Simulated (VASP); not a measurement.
Level of theory: PBEsol GGA, VASP's PBE PAW potentials (set 64) (plane waves; VASP).

Input for VASP

### POSCAR
```
Mn
1
    0.0000000000     2.4388704817     2.4388704817
    2.4388704817    -0.0000000000     2.4388704817
    2.4388704817     2.4388704817    -0.0000000000
Mn
2
Direct
  0.7500000000   0.7500000000   0.7500000000
  0.5000000000   0.5000000000   0.5000000000
```

File KPOINTS:
```
Automatic mesh
0
Gamma
14 14 14
0 0 0
```

INCAR:
```
ALGO  =  Normal
EDIFF  =  1E-7
ENCUT  =  400
GGA  =  PS
ISIF  =  2
ISMEAR  =  -5
LASPH  =  T
LCHARG  =  T
LMAXMIX  =  4
LORBIT  =  11
LREAL  =  F
LWAVE  =  F
NEDOS  =  601
NELM  =  100
PREC  =  Accurate
SYSTEM  =  Mn
```

POTCAR, in this order: Mn_pv (PBE.64 set). Program: vasp_std.

Output of the run:

### OUTCAR
```
 ion  position               nearest neighbor table
   1  0.750  0.750  0.750-   2 2.11   2 2.11   2 2.11   2 2.11
   2  0.500  0.500  0.500-   1 2.11   1 2.11   1 2.11   1 2.11
  LATTYP: Found a face centered cubic cell.
 ALAT       =     4.8777409634
 Subroutine PRICEL returns:
 Original cell was already a primitive cell.
 Subroutine GETGRP returns: Found 48 space group operations
The static configuration has the point symmetry T_d .
 The point group associated with its full space group is O_h .
The dynamic configuration has the point symmetry T_d .
 Subroutine INISYM returns: Found 48 space group operations
 Subroutine IBZKPT returns following result:
 Found    104 irreducible k-points:

 Following reciprocal coordinates:
            Coordinates               Weight
  0.000000  0.000000  0.000000      1.000000
  0.071429  0.000000  0.000000      8.000000
  0.142857  0.000000  0.000000      8.000000
  0.214286  0.000000  0.000000      8.000000
  0.285714  0.000000  0.000000      8.000000
  0.357143  0.000000  0.000000      8.000000
  0.428571  0.000000  0.000000      8.000000
  0.500000  0.000000  0.000000      4.000000
...
```

File OSZICAR:
```
       N       E                     dE             d eps       ncg     rms          rms(c)
DAV:   1     0.223991922500E+03    0.22399E+03   -0.14855E+04  3600   0.174E+03
DAV:   2    -0.828087617855E+01   -0.23227E+03   -0.22953E+03  3579   0.462E+02
DAV:   3    -0.179584248008E+02   -0.96775E+01   -0.95005E+01  4152   0.110E+02
DAV:   4    -0.181365021660E+02   -0.17808E+00   -0.17778E+00  3954   0.147E+01
DAV:   5    -0.181393493038E+02   -0.28471E-02   -0.28464E-02  3972   0.199E+00    0.137E+01
DAV:   6    -0.165948992061E+02    0.15445E+01   -0.15666E+01  4042   0.439E+01    0.257E+00
DAV:   7    -0.164828793233E+02    0.11202E+00   -0.81013E-01  3966   0.102E+01    0.152E+00
DAV:   8    -0.164655995800E+02    0.17280E-01   -0.15532E-02  3675   0.113E+00    0.103E-01
DAV:   9    -0.164655935485E+02    0.60315E-05   -0.13781E-03  3933   0.370E-01    0.404E-02
DAV:  10    -0.164655817343E+02    0.11814E-04   -0.74877E-05  3882   0.108E-01    0.106E-02
DAV:  11    -0.164655846073E+02   -0.28730E-05   -0.15300E-05  3925   0.430E-02    0.839E-04
DAV:  12    -0.164655842948E+02    0.31249E-06   -0.22999E-07  2995   0.619E-03    0.430E-04
DAV:  13    -0.164655840305E+02    0.26435E-06   -0.13564E-08  1780   0.112E-03    0.433E-05
DAV:  14    -0.164655840569E+02   -0.26430E-07   -0.22863E-09  1780   0.540E-04
   1 F= -.16465584E+02 E0= -.16465584E+02  d E =0.000000E+00
```

File OUTCAR:
```
------------------------ aborting loop because EDIFF is reached ----------------------------------------
  FORCE on cell =-STRESS in cart. coord.  units (eV):
  Direction    XX          YY          ZZ          XY          YZ          ZX
  --------------------------------------------------------------------------------------
  Total        0.0120452      0.0120452      0.0120452     -0.0000000      0.0000000     -0.0000000
  in kB        0.6651608      0.6651608      0.6651608     -0.0000000      0.0000000     -0.0000000
  external PRESSURE =       0.6651608 kB  Pullay stress =       0.0000000 kB
  volume of cell :       29.01
      direct lattice vectors                 reciprocal lattice vectors
     0.000000000  2.438870482  2.438870482    -0.205012937  0.205012937  0.205012937
     2.438870482  0.000000000  2.438870482     0.205012937 -0.205012937  0.205012937
     2.438870482  2.438870482  0.000000000     0.205012937  0.205012937 -0.205012937
 POSITION                                       TOTAL-FORCE (eV/Angst)
 -----------------------------------------------------------------------------------
      3.65831      3.65831      3.65831         0.000000      0.000000      0.000000
      2.43887      2.43887      2.43887        -0.000000     -0.000000     -0.000000
 -----------------------------------------------------------------------------------
    total drift:                               -0.000000      0.000000      0.000000
  FREE ENERGIE OF THE ION-ELECTRON SYSTEM (eV)
  ---------------------------------------------------
  free  energy   TOTEN  =       -16.4655840569 eV

  energy  without entropy=      -16.4655840569  energy(sigma->0) =      -16.46558406

 total charge

# of ion       s       p       d       tot
------------------------------------------
    1        0.499   6.282   5.351  12.132
    2        0.499   6.282   5.351  12.132
--------------------------------------------------
tot          0.999  12.563  10.702  24.264
```
(Selected blocks of OUTCAR.)

### OUTCAR
```
 val. band max:        6.4284226759   @ k =  -0.3571   0.2857   0.0000

 cond. band min:       6.2969341403   @ k =  -0.3571   0.4286   0.0714


 Fermi energy:         6.3453357296

 k-point     1 :       0.0000    0.0000    0.0000
  band No.  band energies     occupation
      1     -41.4403      2.00000
      2     -41.4403      2.00000
      3     -41.4403      2.00000
      4     -40.6292      2.00000
      5     -40.6291      2.00000
      6     -40.6291      2.00000
      7       0.1091      2.00000
      8       4.0975      2.00000
      9       4.0975      2.00000
     10       4.5863      2.00000
     11       4.5863      2.00000
     12       4.5863      2.00000
     13       6.8115      0.00000
     14       6.8115      0.00000
     15       6.8115      0.00000
     16       8.7468      0.00000
     17       8.7468      0.00000

 k-point     2 :       0.0714    0.0000    0.0000
  band No.  band energies     occupation
      1     -41.4457      2.00000
      2     -41.4457      2.00000
      3     -41.4404      2.00000
      4     -40.6303      2.00000
      5     -40.6239      2.00000
      6     -40.6239      2.00000
      7       0.2170      2.00000
      8       4.0396      2.00000
      9       4.0396      2.00000
     10       4.5917      2.00000
     11       4.6764      2.00000
     12       4.6764      2.00000
     13       6.7375      0.00000
     14       6.8002      0.00000
     15       6.8002      0.00000
     16       8.7458      0.00000
     17       8.7458      0.00000

 k-point     3 :       0.1429    0.0000    0.0000
  band No.  band energies     occupation
      1     -41.4603      2.00000
      2     -41.4603      2.00000
      3     -41.4406      2.00000
      4     -40.6331      2.00000
      5     -40.6091      2.00000
      6     -40.6091      2.00000
      7       0.5342      2.00000
      8       3.9513      2.00000
      9       3.9513      2.00000
     10       4.6150      2.00000
     11       4.8427      2.00000
...
```

For a metal the tetrahedron method with Blöchl corrections gives inexact stress and forces.

The structure was generated: Mn was put into the diamond type (Fd-3m), which need not be its known phase. It was relaxed first, which changed the volume by -17 %. The run is not spin-polarised, so no magnetic state was tried.
